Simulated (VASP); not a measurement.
Here is the system:

```xyz
2
Lattice="0.0000 3.2300 3.2300 3.2300 0.0000 3.2300 3.2300 3.2300 0.0000" Properties=species:S:1:pos:R:3 pbc="T T T"
Hg     0.0000     0.0000     0.0000
Te     1.6150     1.6150     1.6150
```

Level of theory: RPBE GGA, VASP's PBE PAW potentials (set 64) (plane waves; VASP). Run with 520 eV cut-off, 7×7×7 Γ-centred mesh, Gaussian smearing of 0.050 eV, potentials Hg Te.

Energy and stress use the plane-wave basis of the starting cell.

Q: The ions, cell shape and volume are relaxed. Which structure does the run end with?

A: 
```xyz
2
Lattice="0.0000 3.3793 3.3793 3.3793 0.0000 3.3793 3.3793 3.3793 0.0000" Properties=species:S:1:pos:R:3 pbc="T T T"
Hg     0.0000     0.0000     0.0000
Te     1.6897     1.6897     1.6897
```
Space group F-43m (216), at a tolerance of 0.03 Å.

Q: How do energy and volume change from the first to the last step?

A: The energy (σ→0) changes by -73.9 meV/atom and the volume by +14.5 %, in 3 ionic steps.

The compound is HgTe in the zinc blende structure. This run relaxes it. Symmetry was kept, so distortions that lower it aren't found.
